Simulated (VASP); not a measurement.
Tl3Br (space group I4/mmm): computed properties

Method: PBEsol GGA, VASP's PBE PAW potentials (set 64) (plane waves; VASP 6.6.1).

For Tl₃Br, the space group comes out as I4/mmm (139). The cell is a = b = 4.6480 Å, c = 10.9592 Å, α = β = γ = 90.00° and the volume per atom is 29.59 Å^3/atom. The band gap (over mesh and band path) is none (metal, semimetal or under 0.01 eV) and the density is 9.72 g/cm³.

```cif
data_Br2Tl6
_chemical_formula_sum 'Tl6 Br2'
_space_group_name_H-M_alt 'I4/mmm'
_space_group_IT_number 139
_space_group_name_Hall '-I 4 2'
_cell_length_a 4.64797
_cell_length_b 4.64797
_cell_length_c 10.95918
_cell_angle_alpha 90.000
_cell_angle_beta 90.000
_cell_angle_gamma 90.000
loop_
_atom_site_label
_atom_site_type_symbol
_atom_site_symmetry_multiplicity
_atom_site_Wyckoff_symbol
_atom_site_fract_x
_atom_site_fract_y
_atom_site_fract_z
_atom_site_occupancy
Tl1 Tl 4 d 0.00000 0.50000 0.25000 1
Tl2 Tl 2 b 0.00000 0.00000 0.50000 1
Br1 Br 2 a 0.00000 0.00000 0.00000 1
```
(The calculation used a cell of 4 atoms; values per cell refer to that cell.)

Unless said otherwise, spin-orbit coupling is left out, though it shifts the bands of the heavy elements here.

The structure comes from a computed database's Tl3Br entry (I4/mmm); how it stands against other phases isn't given here. It was relaxed first, which changed the volume by -11 %. Symmetry was kept, so distortions that lower it aren't found.
